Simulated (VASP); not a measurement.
Crystal: RuS.

```xyz
4
Lattice="0.0000 2.5468 2.5468 2.5468 0.0000 2.5468 5.0935 5.0935 0.0000" Properties=species:S:1:pos:R:3 pbc="T T T"
Ru    2.5468    2.5468    2.5468
Ru    5.0935    5.0935    2.5468
S     0.0000    0.0000    0.0000
S     2.5468    2.5468    0.0000
```

The cell comes from a database or a generator and needn't be the stable form of this composition.

Base run:

- Program: VASP 6.6.1
- Functional: LDA
- Potentials or basis: VASP PAW LDA potentials, release 64 (Ru_pv, S)
- Cutoff: 520 eV
- k mesh: 6 × 6 × 6
- Occupations: gaussian, width 0.05 eV
- Spin: collinear spin, ferrimagnetic start
- Starting moments: [1.0, -0.5, 0.0, 0.0] μB
- Hubbard terms: Ru d U = 4 eV

Its results: band gap on the k mesh none (metal or under the smearing width); pressure -17.4 GPa; net moment 1.90 μB per cell; site moments Ru +1.52, +0.28; S +0.01 μB.

**Question.** The run is repeated on the same cell with these changes: hubbard terms from Ru d U = 4 eV to Ru d U = 2 eV; further incar settings from ALGO = Normal; EDIFF = 1e-06 to ALGO = Normal; EDIFF = 1e-06; NBANDS = 32. What comes out?

**Answer.** Band gap on the k mesh none (metal or under the smearing width); pressure -21.9 GPa; net moment 0.56 μB per cell; site moments Ru +0.25; S +0.02 μB.

Not every run made on this cell is shown here.
